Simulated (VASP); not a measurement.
The input files of a VASP run:

**KPOINTS**
```
Automatic mesh
0
Gamma
7 7 4
0 0 0
```

INCAR:
```
SYSTEM = AlP
PREC = Accurate; ENCUT = 500; LREAL = F
LASPH = T
EDIFF = 1E-6; NELM = 100; ALGO = Normal
ISMEAR = 0; SIGMA = 0.05
GGA = PS
IBRION = 2; NSW = 40; ISIF = 3
EDIFFG = -0.02; PSTRESS = 200
LWAVE = F; LCHARG = F
```

File POSCAR:
```
AlP
1.0
  3.7433529973   0.0000000000   0.0000000000
 -1.8716764987   3.2418383204   0.0000000000
  0.0000000000   0.0000000000   6.1393260420
Al P
2 2
Direct
  0.3333330000   0.6666670000   0.9999818557
  0.6666670000   0.3333330000   0.4999818557
  0.3333330000   0.6666670000   0.3750181443
  0.6666670000   0.3333330000   0.8750181443
```

POTCAR, in this order: Al P (PBE.64 set). Program: vasp_std.

Question: Translate this PBEsol calculation to Ansatz.

Answer: One equivalent input (not run):
Ansatz 0.2 input:
```yaml
crystal:
  lattice:
    - [3.7433530, 0.0000000, 0.0000000]
    - [-1.8716765, 3.2418383, 0.0000000]
    - [0.0000000, 0.0000000, 6.1393260]
  atoms:
    - { symbol: Al, position: [0.3333330, 0.6666670, 0.9999819] }
    - { symbol: Al, position: [0.6666670, 0.3333330, 0.4999819] }
    - { symbol: P, position: [0.3333330, 0.6666670, 0.3750181] }
    - { symbol: P, position: [0.6666670, 0.3333330, 0.8750181] }
kpoints:
  mp_grid: { grid: [7, 7, 4] }
hamiltonian:
  xc: pbesol
  pseudopotentials: { kind: paw }
scf:
  occupations: { method: gaussian, width: 0.05 }
  max_iter: 100
relax:
  max_steps: 40
  f_tol: 0.02
  cell: { p_target: 20 }
output: { forces: true, stress: true, eigenvalues: true }
```
Limits of the translation: each code has its own PAW files, so the cut-off isn't converted (ENCUT is set for VASP's; basis.ecutwfc is left out, and Ansatz then takes the one that its files recommend); Ansatz stops its SCF on the density residual and VASP on the energy change (EDIFF).

The structure was generated: AlP was put into the wurtzite type (P6_3mc), which need not be its known phase. This run relaxes it under an external pressure of 20 GPa. Symmetry was kept, so distortions that lower it aren't found.
